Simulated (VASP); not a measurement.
Calculation: rev-vdW-DF2, VASP's PBE PAW potentials (set 64) (plane waves; VASP).

VASP ran on this input.

INCAR:
```
LASPH  =  .TRUE.   ! aspherical one-centre terms
ENCUT  =  520   ! plane-wave cut-off (eV)
AGGAC  =  0.0
LREAL  =  .FALSE.   ! projection in real space or not
ALGO  =  Normal   ! blocked Davidson
LMAXMIX  =  4   ! l cut-off of mixed one-centre charges
EDIFF  =  1E-7
LUSE_VDW  =  .TRUE.
ISMEAR  =  1   ! Methfessel-Paxton
ZAB_VDW  =  -1.8867
NELM  =  100   ! most electronic steps
PREC  =  Accurate
GGA  =  MK
ISIF  =  2   ! forces and stress, cell fixed
LWAVE  =  .FALSE.
PARAM2  =  0.7114
SIGMA  =  0.1   ! width (eV)
LCHARG  =  .FALSE.
SYSTEM  =  TiC
PARAM1  =  0.1234568
```

POSCAR:
```
TiC
1
    0.0000000000     2.1808567368     2.1808567368
    2.1808567368     0.0000000000     2.1808567368
    2.1808567368     2.1808567368     0.0000000000
Ti C
1 1
Direct
  0.0000000000   0.0000000000   0.0000000000
  0.5000000000   0.5000000000   0.5000000000
```

KPOINTS:
```
Automatic mesh
0
Gamma
14 14 14
0 0 0
```

POTCAR, in this order: Ti_sv C (PBE.64 set). Program: vasp_std.

### Question
What will the output report for the number of irreducible k-points (NKPTS), largest plane-wave count, number of space-group operations, FFT grid (NGX, NGY, NGZ)?

### Answer

```
Item                                          Result
--------------------------------------  ------------
number of irreducible k-points (NKPTS)           104
largest plane-wave count                         568
number of space-group operations                  48
FFT grid (NGX, NGY, NGZ)                24 × 24 × 24
```

The compound is TiC in the rock salt structure. This cell is one point of a volume scan, at 1.03 of the reference volume.
